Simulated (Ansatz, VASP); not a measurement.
## One calculation of SiSn2, two programs

Contents of INCAR:

```
SYSTEM = SiSn2
ALGO = Normal ; EDIFF = 1E-6
ENCUT = 520 ; GGA = PE
ISIF = 2 ; ISMEAR = -1
LASPH = .TRUE. ; LCHARG = .FALSE.
LREAL = .FALSE. ; LWAVE = .FALSE.
NBANDS = 23 ; NELM = 100
PREC = Accurate ; SIGMA = 0.05
```

KPOINTS

```
k-points
0
G
  10 10 10
  0 0 0
```

Contents of POSCAR:

```
SiSn2
1.0
    0.0000000000      3.4148330286      3.4148330286
    3.4148330286      0.0000000000      3.4148330286
    3.4148330286      3.4148330286      0.0000000000
Si Sn
1 2
Direct
    0.0000000000      0.0000000000      0.0000000000
    0.2500000000      0.2500000000      0.2500000000
    0.7500000000      0.7500000000      0.7500000000
```

Input for Ansatz:

```yaml
crystal:
  lattice:
    - [0.0, 3.4148330286, 3.4148330286]
    - [3.4148330286, 0.0, 3.4148330286]
    - [3.4148330286, 3.4148330286, 0.0]
  atoms:
    - { symbol: Si, position: [0.0, 0.0, 0.0] }
    - { symbol: Sn, position: [0.25, 0.25, 0.25] }
    - { symbol: Sn, position: [0.75, 0.75, 0.75] }
kpoints:
  mp_grid: { grid: [10, 10, 10] }
  band_path:
    path:
      - [0.0, 0.0, 0.0]
      - [0.5, 0.0, 0.5]
      - [0.625, 0.25, 0.625]
      - [0.375, 0.375, 0.75]
      - [0.0, 0.0, 0.0]
      - [0.5, 0.5, 0.5]
      - [0.5, 0.25, 0.75]
      - [0.5, 0.0, 0.5]
    npoints: 8
scf:
  occupations: { method: fermi_dirac, width: 0.05 }
hamiltonian:
  xc: pbe
  pseudopotentials: { kind: all_electron, lapw: { basis_error: 0.001 } }
output:
  forces: true
  stress: true
  eigenvalues: true
  populations: true
  dos: { projected: true, de: 0.2, e_range: [-14, 8] }
```

The cell comes from a database or a generator and needn't be the stable form of this composition.

Alike in both runs: task single point; functional PBE; k mesh 10 × 10 × 10; occupations fermi-dirac, width 0.05 eV; no spin polarisation.

|  | VASP | Ansatz |
| --- | --- | --- |
| version | VASP 6.6.1 | Ansatz 0.2.0 |
| potentials or method | VASP PAW PBE potentials, release 64 (Si, Sn_d) | all-electron LAPW, scalar-relativistic |
| plane-wave cutoff (eV) | 520 | see its input |

|  | VASP | Ansatz | Ansatz less VASP |
| --- | --- | --- | --- |
| pressure (GPa) | 0.0 | 0.0 | +0.04 |

Ansatz ran all-electron here, so the differences hold the error of VASP's frozen core and of both bases.
